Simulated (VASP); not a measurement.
Input:

```
CoSi2
1.0
    0.00000     2.65369     2.65369
    2.65369     0.00000     2.65369
    2.65369     2.65369     0.00000
Co Si
1 2
Direct
  0.00000   0.00000   0.00000
  0.25000   0.25000   0.25000
  0.75000   0.75000   0.75000
```

Calculation: r2SCAN+rVV10, VASP's PBE PAW potentials (set 64) (plane waves; VASP). Numerical set-up: 520 eV cut-off, 11×11×11 Γ-centred mesh, tetrahedra with Blöchl corrections, potentials Co Si.

Problem. What does the run give for the energy per atom (σ→0), band gap (over mesh and band path) with the smallest direct gap where there is one?

Solution. 
```yaml
band gap (over mesh and band path): none (metal, semimetal or under 0.01 eV)
energy per atom (σ→0): -10.571 eV/atom
```

The compound is CoSi2 in the fluorite structure. It was relaxed first. The run is not spin-polarised, so no magnetic state was tried. The electron count is odd and the run is not spin-polarised, which forces a metal.
